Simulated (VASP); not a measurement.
Given:

```
CELL_PARAMETERS angstrom
      1.27317    -2.20520     0.00000
      1.27317     2.20520     0.00000
      0.00000     0.00000     4.21165
ATOMIC_POSITIONS crystal
  B  0.66667 0.33333 0.50022
  B  0.33333 0.66667 0.00022
  N  0.66667 0.33333 0.87478
  N  0.33333 0.66667 0.37478
```

The numbers are results of r2SCAN meta-GGA, VASP's PBE PAW potentials (set 64) (plane waves; VASP 6.6.1), not measurements. Settings: 520 eV cut-off, 11×11×6 Γ-centred mesh, tetrahedra with Blöchl corrections, potentials B N.

Q: Estimate the energy per atom (σ→0), band gap (over mesh and band path) with the smallest direct gap where there is one.

A: 
```
Item                                                    Value
---------------------------------------------  --------------
band gap (over mesh and band path)                    5.72 eV
smallest direct gap (over mesh and band path)         8.96 eV
energy per atom (σ→0)                          -9.567 eV/atom
```

The compound is BN in the wurtzite structure, a metastable high-pressure form. It was relaxed first.
